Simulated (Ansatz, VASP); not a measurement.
**Two plane-wave programs on TaF3**

```xyz
4
Lattice="4.1251 0.0000 0.0000 0.0000 4.1251 0.0000 0.0000 0.0000 4.1251" Properties=species:S:1:pos:R:3 pbc="T T T"
Ta    0.0000    0.0000    0.0000
F     2.0626    0.0000    0.0000
F     0.0000    2.0626    0.0000
F     0.0000    0.0000    2.0626
```

Alike in both runs: functional PBE; k mesh 5 × 5 × 5; no spin polarisation.

Ansatz relaxed the structure, and its values are those at the end. VASP's run is a single point on that final structure, the one shown.

|  | VASP | Ansatz |
| --- | --- | --- |
| version | VASP 6.6.1 | Ansatz 0.2.0 |
| potentials or method | VASP PAW PBE potentials, release 64 (Ta_pv, F) | PAW plane waves |
| plane-wave cutoff (eV) | 520 | 420 |
| occupations | fermi-dirac, width 0.1 eV | fermi-dirac |
| valence electrons in the cell | 32 | 34 |

Ansatz gave:

| Quantity | Value |
| --- | --- |
| gap on the k mesh at the Fermi level (eV) | none |
| pressure (GPa) | 0.0 |

Question: What did VASP give for the same quantities?

Answer: gap on the k mesh at the Fermi level (eV): none; pressure (GPa): 0.1.

A gap of «none» marks a metal or a gap that the smearing closes. The two sets of potentials don't hold the same shells in valence.

The runs have no spin-orbit coupling, so splittings on Ta are missing.
